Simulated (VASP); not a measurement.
Method: optB88-vdW, VASP's PBE PAW potentials (set 64) (plane waves; VASP).

A VASP calculation is set up with these files.

File KPOINTS:
```
Automatic mesh
0
Gamma
10 10 10
0 0 0
```

### INCAR
```
SYSTEM = AuZn
PREC = Accurate; ENCUT = 520; LREAL = .FALSE.
LASPH = .TRUE.
EDIFF = 1E-6; NELM = 100; ALGO = Normal
LMAXMIX = 6
ISMEAR = 1; SIGMA = 0.1
GGA = BO; LUSE_VDW = .TRUE.; AGGAC = 0.0
PARAM1 = 0.1833333333; PARAM2 = 0.22
IBRION = 2; NSW = 60; ISIF = 3
EDIFFG = -0.01
LWAVE = .FALSE.; LCHARG = .FALSE.
```

**POSCAR**
```
AuZn
1
    3.1500000000     0.0000000000     0.0000000000
    0.0000000000     3.1500000000     0.0000000000
    0.0000000000     0.0000000000     3.1500000000
Zn Au
1 1
Direct
  0.5000000000   0.5000000000   0.5000000000
  0.0000000000   0.0000000000   0.0000000000
```

POTCAR, in this order: Zn Au (PBE.64 set). Program: vasp_std.

Energy and stress use the plane-wave basis of the starting cell. Unless said otherwise, spin-orbit coupling is left out, though it shifts the bands of the heavy elements here.

Task: Estimate the energy per atom (σ→0), volume per atom, band gap (on the k-mesh).

Result: 
```yaml
energy per atom (σ→0): 0.553 eV/atom
band gap (on the k-mesh): none (metal, semimetal or under 0.01 eV)
volume_per_atom: 16.19 Å³/atom
```

File OSZICAR:
```
...
DAV:   1     0.872376915027E+00   -0.24153E+00   -0.34043E+00  1708   0.318E+01    0.319E+00
DAV:   2     0.108921198383E+01    0.21684E+00   -0.78128E-01  1911   0.202E+01    0.102E+00
DAV:   3     0.110062557767E+01    0.11414E-01   -0.26903E-02  1702   0.185E+00    0.673E-01
DAV:   4     0.110441900343E+01    0.37934E-02   -0.20673E-03  2509   0.139E+00    0.256E-01
DAV:   5     0.110527230778E+01    0.85330E-03   -0.71775E-04  2220   0.372E-01    0.256E-02
DAV:   6     0.110527185065E+01   -0.45713E-06   -0.85906E-05  1779   0.126E-01    0.122E-02
DAV:   7     0.110527136736E+01   -0.48328E-06   -0.42735E-06  1837   0.728E-02
   3 F= 0.11052714E+01 E0= 0.11054032E+01  d E =-.151831E-01
```

The compound is AuZn in the CsCl type structure. This run relaxes it. Symmetry was kept, so distortions that lower it aren't found. The electron count is odd and the run is not spin-polarised, which forces a metal.
